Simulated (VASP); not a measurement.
Method: LDA (Ceperley-Alder, Perdew-Zunger), VASP's LDA PAW potentials (set 64) (plane waves; VASP).

Input for VASP

KPOINTS:
```
Automatic mesh
0
Gamma
16 16 16
0 0 0
```

INCAR:
```
ALGO = Normal
EDIFF = 1E-6
ENCUT = 300
ISIF = 2
ISMEAR = 0
ISPIN = 2
LASPH = T
LCHARG = F
LMAXMIX = 4
LORBIT = 11
LREAL = F
LWAVE = F
MAGMOM = 3.0
NELM = 100
PREC = Accurate
SIGMA = 0.2
SYSTEM = Cr
```

**POSCAR**
```
Cr
1
   -1.4544000000     1.4544000000     1.4544000000
    1.4544000000    -1.4544000000     1.4544000000
    1.4544000000     1.4544000000    -1.4544000000
Cr
1
Direct
  0.0000000000   0.0000000000   0.0000000000
```

POTCAR, in this order: Cr_pv (LDA.64 set). Program: vasp_std.

What VASP printed:

File OSZICAR:
```
       N       E                     dE             d eps       ncg     rms          rms(c)
DAV:   1     0.553750722402E+02    0.55375E+02   -0.50754E+03  7204   0.770E+02
DAV:   2    -0.101826229440E+02   -0.65558E+02   -0.63166E+02  7144   0.239E+02
DAV:   3    -0.109707250909E+02   -0.78810E+00   -0.78373E+00  7684   0.315E+01
DAV:   4    -0.109739929887E+02   -0.32679E-02   -0.32678E-02  7396   0.192E+00
DAV:   5    -0.109740226732E+02   -0.29685E-04   -0.29683E-04  7676   0.170E-01    0.171E+01
DAV:   6    -0.104899863707E+02    0.48404E+00   -0.51620E+00  7276   0.357E+01    0.318E+00
DAV:   7    -0.105051956610E+02   -0.15209E-01   -0.12461E-01  7276   0.382E+00    0.162E+00
DAV:   8    -0.105021718044E+02    0.30239E-02   -0.55882E-03  7304   0.848E-01    0.780E-01
DAV:   9    -0.104977222541E+02    0.44496E-02   -0.20754E-03  7452   0.627E-01    0.160E-01
DAV:  10    -0.104979259205E+02   -0.20367E-03   -0.33523E-04  7320   0.197E-01    0.277E-02
DAV:  11    -0.104979346081E+02   -0.86876E-05   -0.10194E-05  7432   0.388E-02    0.131E-02
DAV:  12    -0.104979379090E+02   -0.33010E-05   -0.42992E-07  4056   0.679E-03    0.373E-03
DAV:  13    -0.104979378151E+02    0.93957E-07   -0.23120E-07  3520   0.696E-03
   1 F= -.10497938E+02 E0= -.10490841E+02  d E =-.141928E-01  mag=    -0.0000
```

### OUTCAR
```
------------------------ aborting loop because EDIFF is reached ----------------------------------------
  FORCE on cell =-STRESS in cart. coord.  units (eV):
  Direction    XX          YY          ZZ          XY          YZ          ZX
  --------------------------------------------------------------------------------------
  Total       -2.3147612     -2.3147612     -2.3147612      0.0000000     -0.0000000      0.0000000
  in kB     -301.3735905   -301.3735905   -301.3735905      0.0000000     -0.0000000      0.0000000
  external PRESSURE =    -301.3735905 kB  Pullay stress =       0.0000000 kB
  volume of cell :       12.31
      direct lattice vectors                 reciprocal lattice vectors
    -1.454400000  1.454400000  1.454400000     0.000000000  0.343784378  0.343784378
     1.454400000 -1.454400000  1.454400000     0.343784378  0.000000000  0.343784378
     1.454400000  1.454400000 -1.454400000     0.343784378  0.343784378  0.000000000
 POSITION                                       TOTAL-FORCE (eV/Angst)
 -----------------------------------------------------------------------------------
      0.00000      0.00000      0.00000         0.000000      0.000000      0.000000
 -----------------------------------------------------------------------------------
    total drift:                               -0.000000     -0.000000      0.000000
  FREE ENERGIE OF THE ION-ELECTRON SYSTEM (eV)
  ---------------------------------------------------
  free  energy   TOTEN  =       -10.4979378151 eV

  energy  without entropy=      -10.4837449949  energy(sigma->0) =      -10.49084140

 total charge

# of ion       s       p       d       tot
------------------------------------------
    1        0.407   6.362   4.160  10.930

 magnetization (x)

# of ion       s       p       d       tot
------------------------------------------
    1        0.000  -0.000  -0.000  -0.000
```
(Selected blocks of OUTCAR.)

At this cut-off the stress carries a Pulay error, which pulls relaxed volumes low. The moments were started parallel, and other spin orders were not tried in this run.

The structure was generated: Cr was put into an ordered model structure, which need not be its known phase. The cell was not relaxed at this level. The run is one of a series of settings (GGA removed, POTCAR Cr_pv (LDA.64 set) against the base run), some of them coarse on purpose.
